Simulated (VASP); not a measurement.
Here is a VASP 6.6.1 calculation.

The input INCAR:

```
  PREC = Accurate
  ENCUT = 520
  EDIFF = 1E-6
  ISMEAR = 0
  SIGMA = 0.01
  LREAL = F
  LASPH = T
  NELM = 60
  ALGO = Normal
  ISIF = 2
  LWAVE = F
  LCHARG = F
  GGA = RE
  IBRION = 2
  NSW = 40
  EDIFFG = -0.01
```

KPOINTS

```
Automatic mesh
0
Gamma
  1 1 1
```

The input POSCAR:

```
HCBrClF
1.0
   12.0000000000      0.0000000000      0.0000000000
    0.0000000000     12.0000000000      0.0000000000
    0.0000000000      0.0000000000     12.0000000000
F C Cl Br H
1 1 1 1 1
Direct
    0.4594083300      0.5128833300      0.6062791700
    0.5026166700      0.5076250000      0.5035291700
    0.6148250000      0.4141166700      0.5017875000
    0.3873416700      0.4647250000      0.3993875000
    0.5323833300      0.5893833300      0.4783458300
```

Potentials or basis: VASP PAW PBE potentials, release 64 (F, C, Cl, Br, H).

Command:

```bash
$ cat potpaw_PBE.64/F/POTCAR potpaw_PBE.64/C/POTCAR potpaw_PBE.64/Cl/POTCAR potpaw_PBE.64/Br/POTCAR potpaw_PBE.64/H/POTCAR > POTCAR
$ mpirun -np 1 vasp_gam > vasp.out
```

Problem. What does it give for the energy gained by relaxing?

Solution. 8.3 meV/atom.

Problem. Estimate the gap between the frontier levels.

Solution. 4.99 eV.

Forces on the atoms (eV/Å):
```
F   -0.002 -0.003 -0.002
C    0.007  0.002  0.005
Cl  -0.001  0.002  0.003
Br  -0.001  0.003 -0.001
H   -0.003 -0.005 -0.006
```

Caveat: the PAW data sets were made with another functional, which shifts forces and pressure a little. As with any semilocal functional, this revPBE gap is likely too small.
